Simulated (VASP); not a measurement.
All values below come from r2SCAN meta-GGA, VASP's PBE PAW potentials (set 64) (plane waves; VASP).

Input for VASP

**KPOINTS**
```
kpoints
0
Gamma
9 9 9
```

**INCAR**
```
SYSTEM = RhSb
PREC = Accurate
ENCUT = 400
EDIFF = 1E-6
NELM = 100
ALGO = Normal
LREAL = .FALSE.
LASPH = .TRUE.
ISMEAR = 1
SIGMA = 0.1
METAGGA = R2SCAN
LMIXTAU = .TRUE.
LMAXMIX = 4
LWAVE = .FALSE.
LCHARG = .FALSE.
IBRION = 2
ISIF = 3
NSW = 60
EDIFFG = -0.01
```

### POSCAR
```
RhSb
1
    0.0000000000     3.2447090000     3.2447090000
    3.2447090000     0.0000000000     3.2447090000
    3.2447090000     3.2447090000     0.0000000000
Rh Sb
1 1
Direct
  0.0000000000   0.0000000000   0.0000000000
  0.2500000000   0.2500000000   0.2500000000
```

POTCAR, in this order: Rh_pv Sb (PBE.64 set). Program: vasp_std.

Output

File OUTCAR:
```
 ion  position               nearest neighbor table
   1  0.000  0.000  0.000-   2 2.81   2 2.81   2 2.81   2 2.81
   2  0.250  0.250  0.250-   1 2.81   1 2.81   1 2.81   1 2.81
  LATTYP: Found a face centered cubic cell.
 ALAT       =     6.4894180000
 Subroutine PRICEL returns:
 Original cell was already a primitive cell.
 Subroutine GETGRP returns: Found 24 space group operations
The static configuration has the point symmetry T_d .
The dynamic configuration has the point symmetry T_d .
 Subroutine INISYM returns: Found 24 space group operations
 Subroutine IBZKPT returns following result:
 Found     35 irreducible k-points:

 Following reciprocal coordinates:
            Coordinates               Weight
  0.000000  0.000000  0.000000      1.000000
  0.111111  0.000000  0.000000      8.000000
  0.222222  0.000000  0.000000      8.000000
  0.333333  0.000000  0.000000      8.000000
  0.444444  0.000000  0.000000      8.000000
  0.111111  0.111111  0.000000      6.000000
  0.222222  0.111111  0.000000     24.000000
  0.333333  0.111111  0.000000     24.000000
  0.444444  0.111111  0.000000     24.000000
 -0.444444  0.111111  0.000000     24.000000
 -0.333333  0.111111  0.000000     24.000000
 -0.222222  0.111111  0.000000     24.000000
 -0.111111  0.111111  0.000000     12.000000
  0.222222  0.222222  0.000000      6.000000
  0.333333  0.222222  0.000000     24.000000
  0.444444  0.222222  0.000000     24.000000
 -0.444444  0.222222  0.000000     24.000000
 -0.333333  0.222222  0.000000     24.000000
 -0.222222  0.222222  0.000000     12.000000
  0.333333  0.333333  0.000000      6.000000
  0.444444  0.333333  0.000000     24.000000
 -0.444444  0.333333  0.000000     24.000000
 -0.333333  0.333333  0.000000     12.000000
  0.444444  0.444444  0.000000      6.000000
...
```

OSZICAR:
```
...
DAV:   9    -0.488985006438E+02   -0.10236E+00   -0.40890E-01  1022   0.553E+00    0.514E-01
DAV:  10    -0.488302020907E+02    0.68299E-01   -0.99764E-02   980   0.327E+00    0.195E-01
DAV:  11    -0.488221213989E+02    0.80807E-02   -0.53180E-03  1064   0.739E-01    0.779E-02
DAV:  12    -0.488258626431E+02   -0.37412E-02   -0.13785E-03  1004   0.348E-01    0.660E-02
DAV:  13    -0.488335021369E+02   -0.76395E-02   -0.44162E-03  1022   0.483E-01    0.454E-02
DAV:  14    -0.488332723351E+02    0.22980E-03   -0.68787E-04  1118   0.208E-01    0.315E-02
DAV:  15    -0.488316881575E+02    0.15842E-02   -0.44422E-04  1016   0.186E-01    0.175E-02
DAV:  16    -0.488336039643E+02   -0.19158E-02   -0.80213E-04   992   0.212E-01    0.854E-03
DAV:  17    -0.488336501827E+02   -0.46218E-04   -0.20579E-05  1178   0.331E-02    0.396E-03
DAV:  18    -0.488336625790E+02   -0.12396E-04   -0.14509E-06   720   0.111E-02    0.243E-03
DAV:  19    -0.488336797867E+02   -0.17208E-04   -0.11701E-05  1028   0.259E-02    0.649E-04
DAV:  20    -0.488336797173E+02    0.69397E-07   -0.18773E-07   658   0.354E-03
   1 F= -.48833680E+02 E0= -.48833198E+02  d E =-.488337E+02
       N       E                     dE             d eps       ncg     rms          rms(c)
DAV:   1    -0.140394011322E+03   -0.91560E+02   -0.14181E+03   986   0.414E+02    0.102E+02
DAV:   2    -0.547929093273E+02    0.85601E+02   -0.43400E+02   980   0.231E+02    0.302E+01
DAV:   3    -0.511549748755E+02    0.36379E+01   -0.33788E+01  1082   0.693E+01    0.185E+01
DAV:   4    -0.496512965504E+02    0.15037E+01   -0.42630E+00  1172   0.220E+01    0.149E+01
DAV:   5    -0.492243343954E+02    0.42696E+00   -0.10480E+00   980   0.870E+00    0.402E+00
DAV:   6    -0.493340779291E+02   -0.10974E+00   -0.70465E-01  1100   0.708E+00    0.679E-01
DAV:   7    -0.494088891906E+02   -0.74811E-01   -0.15165E-01  1058   0.348E+00    0.353E-01
DAV:   8    -0.494103621336E+02   -0.14729E-02   -0.43797E-03  1040   0.622E-01    0.164E-01
DAV:   9    -0.494100374381E+02    0.32470E-03   -0.16339E-03  1004   0.481E-01    0.508E-02
DAV:  10    -0.494108091521E+02   -0.77171E-03   -0.40524E-04  1004   0.218E-01    0.414E-02
DAV:  11    -0.494108483862E+02   -0.39234E-04   -0.20930E-05  1070   0.493E-02    0.216E-02
DAV:  12    -0.494108631580E+02   -0.14772E-04   -0.19169E-05  1028   0.431E-02    0.372E-03
DAV:  13    -0.494108652333E+02   -0.20753E-05   -0.36051E-06   998   0.219E-02    0.338E-03
DAV:  14    -0.494108648932E+02    0.34008E-06   -0.28222E-07   574   0.643E-03
   2 F= -.49410865E+02 E0= -.49410559E+02  d E =-.577185E+00
       N       E                     dE             d eps       ncg     rms          rms(c)
DAV:   1    -0.644435328622E+02   -0.15033E+02   -0.21381E+02   980   0.205E+02    0.413E+01
DAV:   2    -0.516800070854E+02    0.12764E+02   -0.82076E+01   980   0.105E+02    0.166E+01
DAV:   3    -0.499830707973E+02    0.16969E+01   -0.88983E+00   980   0.297E+01    0.123E+01
DAV:   4    -0.500045077689E+02   -0.21437E-01   -0.34114E-01  1046   0.627E+00    0.101E+01
DAV:   5    -0.498686082802E+02    0.13590E+00   -0.14803E-01  1016   0.316E+00    0.240E+00
DAV:   6    -0.499444039185E+02   -0.75796E-01   -0.88584E-02  1034   0.216E+00    0.500E-01
DAV:   7    -0.499439193102E+02    0.48461E-03   -0.14618E-03  1120   0.317E-01    0.515E-01
DAV:   8    -0.499459059529E+02   -0.19866E-02   -0.92931E-05  1136   0.958E-02    0.466E-01
DAV:   9    -0.499493206269E+02   -0.34147E-02   -0.54602E-04   980   0.257E-01    0.346E-01
DAV:  10    -0.499498264582E+02   -0.50583E-03   -0.22599E-04   998   0.173E-01    0.323E-01
DAV:  11    -0.499498136538E+02    0.12804E-04   -0.54596E-06  1196   0.232E-02    0.328E-01
DAV:  12    -0.499498476321E+02   -0.33978E-04   -0.20954E-05   980   0.342E-02    0.261E-01
DAV:  13    -0.499498568423E+02   -0.92102E-05   -0.23955E-05   998   0.368E-02    0.190E-01
DAV:  14    -0.499498571401E+02   -0.29778E-06   -0.22553E-06  1104   0.107E-02
   3 F= -.49949857E+02 E0= -.49950161E+02  d E =-.111618E+01
       N       E                     dE             d eps       ncg     rms          rms(c)
DAV:   1    -0.499713928859E+02   -0.21536E-01   -0.27299E-01   980   0.679E+00    0.110E+00
DAV:   2    -0.499599681719E+02    0.11425E-01   -0.18301E-01   980   0.476E+00    0.645E-01
DAV:   3    -0.499507815669E+02    0.91866E-02   -0.27160E-02   980   0.186E+00    0.134E-01
DAV:   4    -0.499503816938E+02    0.39987E-03   -0.19690E-03  1004   0.274E-01    0.506E-02
DAV:   5    -0.499506219530E+02   -0.24026E-03   -0.39456E-04   980   0.195E-01    0.402E-02
DAV:   6    -0.499505522774E+02    0.69676E-04   -0.16657E-04  1010   0.101E-01    0.241E-02
DAV:   7    -0.499506636620E+02   -0.11138E-03   -0.45362E-05   980   0.557E-02    0.613E-03
DAV:   8    -0.499506653823E+02   -0.17204E-05   -0.31934E-06  1076   0.171E-02    0.308E-03
DAV:   9    -0.499506654655E+02   -0.83210E-07   -0.13862E-07   532   0.356E-03
   4 F= -.49950665E+02 E0= -.49950957E+02  d E =-.111699E+01
       N       E                     dE             d eps       ncg     rms          rms(c)
DAV:   1    -0.499718836897E+02   -0.21218E-01   -0.28458E-01   980   0.694E+00    0.111E+00
DAV:   2    -0.499597827215E+02    0.12101E-01   -0.19119E-01   980   0.487E+00    0.663E-01
DAV:   3    -0.499502998212E+02    0.94829E-02   -0.28118E-02   980   0.190E+00    0.119E-01
DAV:   4    -0.499499083914E+02    0.39143E-03   -0.19657E-03  1004   0.276E-01    0.543E-02
DAV:   5    -0.499501577118E+02   -0.24932E-03   -0.36992E-04   980   0.192E-01    0.445E-02
DAV:   6    -0.499500664727E+02    0.91239E-04   -0.16415E-04  1010   0.993E-02    0.265E-02
DAV:   7    -0.499501908827E+02   -0.12441E-03   -0.52548E-05   980   0.599E-02    0.643E-03
DAV:   8    -0.499501926387E+02   -0.17560E-05   -0.34055E-06  1058   0.178E-02    0.302E-03
DAV:   9    -0.499501927119E+02   -0.73225E-07   -0.14758E-07   568   0.371E-03
   5 F= -.49950193E+02 E0= -.49950469E+02  d E =-.111651E+01
       N       E                     dE             d eps       ncg     rms          rms(c)
DAV:   1    -0.500218634071E+02   -0.71671E-01   -0.94361E-01   980   0.127E+01    0.197E+00
DAV:   2    -0.499814172910E+02    0.40446E-01   -0.63541E-01   980   0.889E+00    0.121E+00
DAV:   3    -0.499504199756E+02    0.30997E-01   -0.93265E-02   980   0.341E+00    0.217E-01
DAV:   4    -0.499494574093E+02    0.96257E-03   -0.52699E-03  1004   0.461E-01    0.784E-02
DAV:   5    -0.499497891656E+02   -0.33176E-03   -0.12090E-03   980   0.342E-01    0.584E-02
DAV:   6    -0.499493342108E+02    0.45495E-03   -0.12132E-03   986   0.274E-01    0.286E-02
DAV:   7    -0.499500467976E+02   -0.71259E-03   -0.28926E-04   980   0.133E-01    0.483E-03
DAV:   8    -0.499500705061E+02   -0.23709E-04   -0.17711E-05  1064   0.385E-02    0.230E-03
DAV:   9    -0.499500739047E+02   -0.33986E-05   -0.20382E-06  1054   0.125E-02    0.156E-03
DAV:  10    -0.499500742393E+02   -0.33452E-06   -0.18775E-07   520   0.533E-03
   6 F= -.49950074E+02 E0= -.49950377E+02  d E =0.118473E-03
       N       E                     dE             d eps       ncg     rms          rms(c)
DAV:   1    -0.499710285532E+02   -0.20955E-01   -0.26656E-01   980   0.671E+00    0.107E+00
DAV:   2    -0.499598226689E+02    0.11206E-01   -0.18047E-01   980   0.472E+00    0.646E-01
DAV:   3    -0.499507781669E+02    0.90445E-02   -0.26795E-02   980   0.185E+00    0.115E-01
DAV:   4    -0.499504096963E+02    0.36847E-03   -0.18521E-03  1004   0.268E-01    0.525E-02
DAV:   5    -0.499506459406E+02   -0.23624E-03   -0.34735E-04   980   0.186E-01    0.430E-02
DAV:   6    -0.499505576420E+02    0.88299E-04   -0.15626E-04  1016   0.967E-02    0.256E-02
DAV:   7    -0.499506771452E+02   -0.11950E-03   -0.50653E-05   980   0.586E-02    0.619E-03
DAV:   8    -0.499506787623E+02   -0.16171E-05   -0.32215E-06  1064   0.173E-02    0.292E-03
DAV:   9    -0.499506788343E+02   -0.71993E-07   -0.13703E-07   544   0.357E-03
   7 F= -.49950679E+02 E0= -.49950968E+02  d E =-.486122E-03
```

File OUTCAR:
```
------------------------ aborting loop because EDIFF is reached ----------------------------------------
  FORCE on cell =-STRESS in cart. coord.  units (eV):
  Direction    XX          YY          ZZ          XY          YZ          ZX
  --------------------------------------------------------------------------------------
  Total        0.0028050      0.0028050      0.0028050      0.0000000      0.0000000      0.0000000
  in kB        0.0897102      0.0897102      0.0897102      0.0000000      0.0000000      0.0000000
  external PRESSURE =       0.0897102 kB  Pullay stress =       0.0000000 kB
  volume of cell :       50.10
      direct lattice vectors                 reciprocal lattice vectors
    -0.000000000  2.925901696  2.925901696    -0.170887491  0.170887491  0.170887491
     2.925901696 -0.000000000  2.925901696     0.170887491 -0.170887491  0.170887491
     2.925901696  2.925901696  0.000000000     0.170887491  0.170887491 -0.170887491
 POSITION                                       TOTAL-FORCE (eV/Angst)
 -----------------------------------------------------------------------------------
      0.00000      0.00000      0.00000         0.000000      0.000000      0.000000
      1.46295      1.46295      1.46295        -0.000000     -0.000000     -0.000000
 -----------------------------------------------------------------------------------
    total drift:                               -0.000001     -0.000001     -0.000001
  FREE ENERGIE OF THE ION-ELECTRON SYSTEM (eV)
  ---------------------------------------------------
  free  energy   TOTEN  =       -49.9506788343 eV

  energy  without entropy=      -49.9515463797  energy(sigma->0) =      -49.95096802

 reached required accuracy - stopping structural energy minimisation
```
(Selected blocks of OUTCAR.)

File CONTCAR:
```
RhSb
   1.00000000000000
    -0.0000000000000000    2.9259016964796065    2.9259016964796065
     2.9259016964796065   -0.0000000000000000    2.9259016964796065
     2.9259016964796065    2.9259016964796065    0.0000000000000000
  Rh              Sb
     1     1
Direct
     0.0000000000000000    0.0000000000000000    0.0000000000000000
     0.2500000000000000    0.2500000000000000    0.2500000000000000
```

Energy and stress use the plane-wave basis of the starting cell.

The structure was generated: RhSb was put into the zinc blende type (F-43m), which need not be its known phase. This run relaxes it. Symmetry was kept, so distortions that lower it aren't found.
